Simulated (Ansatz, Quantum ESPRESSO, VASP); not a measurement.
**MgB: energy against volume and a worked fit**

The structure is cubic, space group Pm-3m (No. 221). The conventional cell has a = 2.895 Å, b = 2.895 Å, c = 2.895 Å, α = 90.00°, β = 90.00°, γ = 90.00°. Mg (site symmetry m-3m) is surrounded by 8 B at 2.51 Å. B (site symmetry m-3m) has 8 Mg at 2.51 Å as nearest neighbours.

The cell comes from a database or a generator and needn't be the stable form of this composition.

The cell was scaled at fixed shape and fractions and run with Ansatz, all-electron LAPW, scalar-relativistic; PBE, k mesh 9 × 9 × 9 on the cell of 2 atoms, fermi-dirac occupations of 0.05 eV, no spin polarisation, no spin-orbit coupling. Energies are those that the program minimises, any entropy of the smearing included. For a metal such a mesh isn't converged to the digits shown.

```csv
V (Å³/atom),energy over the lowest row (meV/atom)
11.4054,12.956
11.6481,5.662
11.8908,?
12.1334,0.000
12.3761,1.046
12.6188,4.394
12.8614,9.864
```

Task: Fit the third-order Birch-Murnaghan form, give V0, B0 and B′, and predict the energy left open.

Result: With y = (V0/V)^(2/3), E = E0 + (9 V0 B0/16) [(y - 1)³ B′ + (y - 1)² (6 - 4y)]. Least squares through the rows shown give V0 = 12.1488 Å³/atom, E0 = -0.020 meV, B0 = 82.81 GPa (1 eV/Å³ = 160.218 GPa) and B′ = 3.70, with a largest miss of 0.015 meV. At V = 11.8908 the form with these constants gives 1.444 meV; the run gave 1.452 meV an atom. Other set-ups at this level, from all their volumes (Å³/atom, GPa): Ansatz, Ansatz PAW (earlier soft set): V0 12.154, B0 82.68; Quantum ESPRESSO, SSSP 1.3 efficiency PBE: V0 12.118, B0 84.14; VASP, PBE PAW files B, Mg, 520 eV: V0 12.126, B0 83.83.
